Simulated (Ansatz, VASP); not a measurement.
CsTlH2 in VASP and in Ansatz

```
CELL_PARAMETERS angstrom
5.44500 0.00000 0.00000
0.00000 5.44500 0.00000
0.00000 0.00000 4.51026
ATOMIC_POSITIONS crystal
Cs 0.50000 0.50000 0.50000
Tl 0.00000 0.00000 0.00000
H 0.50000 0.00000 0.00000
H 0.00000 0.50000 0.00000
```

Alike in both runs: task single point; functional PBE; k mesh 4 × 4 × 4; occupations gaussian, width 0.1 eV; no spin polarisation.

|  | VASP | Ansatz |
| --- | --- | --- |
| version | VASP 6.6.1 | Ansatz 0.2.0 |
| potentials or method | VASP PAW PBE potentials, release 64 (Cs_sv, Tl_d, H) | scalar-relativistic, plane waves, PAW |
| plane-wave cutoff (eV) | 520 | 420 |
| valence electrons in the cell | 24 | 24 |

```tsv
	VASP	Ansatz	Ansatz less VASP
gap on the k mesh at the Fermi level (eV)	none	none	-
pressure (GPa)	-2.0	-2.0	+0.03
largest component of the traceless stress (GPa)	0.40	0.40	-0.002
```

A gap of «none» marks a metal or a gap that the smearing closes.

Spin-orbit coupling is left out, which matters for the levels of Cs, Tl.
